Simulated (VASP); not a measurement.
Input of a VASP 6.6.1 run:

Contents of POSCAR:

```
GaAs
1.0
    0.0000000000      2.8268500000      2.8268500000
    2.8268500000      0.0000000000      2.8268500000
    2.8268500000      2.8268500000      0.0000000000
Ga As
1 1
Direct
    0.0000000000      0.0000000000      0.0000000000
    0.2500000000      0.2500000000      0.2500000000
```

INCAR.step1

```
PREC = Accurate ; ENCUT = 600
EDIFF = 1E-8 ; ISMEAR = 0
SIGMA = 0.02 ; LREAL = False
LASPH = True ; NELM = 60
ALGO = Normal ; ISIF = 3
LWAVE = False ; LCHARG = False
METAGGA = R2SCAN ; LMIXTAU = True
IBRION = 2 ; NSW = 40
EDIFFG = -0.002
```

INCAR.step2

```
PREC = Accurate ; ENCUT = 600
EDIFF = 1E-8 ; ISMEAR = 0
SIGMA = 0.02 ; LREAL = False
LASPH = True ; NELM = 60
ALGO = Normal ; ISIF = 2
LWAVE = False ; LCHARG = False
METAGGA = R2SCAN ; LMIXTAU = True
IBRION = 6 ; NFREE = 2
POTIM = 0.015 ; NSW = 1
```

Contents of KPOINTS:

```
Automatic mesh
0
Gamma
  8 8 8
```

Potentials or basis: VASP PAW PBE potentials, release 64 (Ga_d, As).

The run is started by

```sh
$ cat potpaw_PBE.64/Ga_d/POTCAR potpaw_PBE.64/As/POTCAR > POTCAR
$ cp INCAR.step1 INCAR
$ mpirun -np 1 vasp_std > vasp.out
$ cp CONTCAR POSCAR
$ cp INCAR.step2 INCAR
$ mpirun -np 1 vasp_std > vasp.out
```

Problem. Predict the highest phonon frequency at Γ, LO-TO splitting left out.

Solution. 265 cm⁻¹.

Problem. What does it give for the space group after relaxing (to 0.05 Å)?

Solution. F-43m (No. 216).

Problem. Estimate the relaxed volume.

Solution. 22.77 Å³/atom.

The path:
```
step  energy change (eV)  largest force (eV/Å)  pressure (GPa)  volume (Å³)
   1              0.0000                0.0000            0.57        45.18
   2             -0.0004                0.0000           -0.28        45.71
   3             -0.0006                0.0000            0.04        45.51
   4             -0.0006                0.0000            0.00        45.53
```

Caveat: the PAW data sets were made with another functional, which shifts forces and pressure a little.
